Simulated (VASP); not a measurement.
Data:

```
RuSe
1.0
    3.74104     0.00000     0.00000
   -1.87052     3.23984     0.00000
    0.00000     0.00000     6.83443
Ru Se
2 2
Direct
  0.33333   0.66667   0.00824
  0.66667   0.33333   0.50824
  0.33333   0.66667   0.36676
  0.66667   0.33333   0.86676
```

Computed with PBE GGA, VASP's PBE PAW potentials (set 64) (plane waves; VASP). Settings: 400 eV cut-off, Gaussian smearing of 0.050 eV, potentials Ru_pv Se.

Question: Estimate the band gap (along the path) with the smallest direct gap where there is one.

Answer: 
```yaml
band gap (along the path): none (metal, semimetal or under 0.01 eV)
```

The absolute energy has meaning only against runs of the same code, potentials and settings.

The structure was generated: RuSe was put into the wurtzite type (P6_3mc), which need not be its known phase. It was relaxed first, which changed the volume by -29 %.
